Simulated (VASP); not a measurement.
Input:

```yaml
crystal:
  lattice:
    - [0.00000, 3.19667, 3.19667]
    - [3.19667, 0.00000, 3.19667]
    - [3.19667, 3.19667, 0.00000]
  atoms:
    - { symbol: Mg, position: [0.25000, 0.25000, 0.25000] }
    - { symbol: Mg, position: [0.75000, 0.75000, 0.75000] }
    - { symbol: Ge, position: [0.00000, 0.00000, 0.00000] }
```

Method: revPBE GGA, VASP's PBE PAW potentials (set 64) (plane waves; VASP). Run with 520 eV cut-off, 6×6×6 Γ-centred mesh, Gaussian smearing of 0.050 eV, potentials Mg Ge_d.

Task: What does the run give for the energy per atom (σ→0), pressure, band gap (on the k-mesh) with the smallest direct gap where there is one?

Result: 
```
Item                                          Value
-----------------------------------  --------------
band gap (on the k-mesh)                    0.16 eV
smallest direct gap (on the k-mesh)         1.09 eV
energy per atom (σ→0)                -2.574 eV/atom
pressure                                   1.60 GPa
```

The compound is Mg2Ge in the antifluorite structure. This cell is one point of a volume scan, at 0.97 of the reference volume.
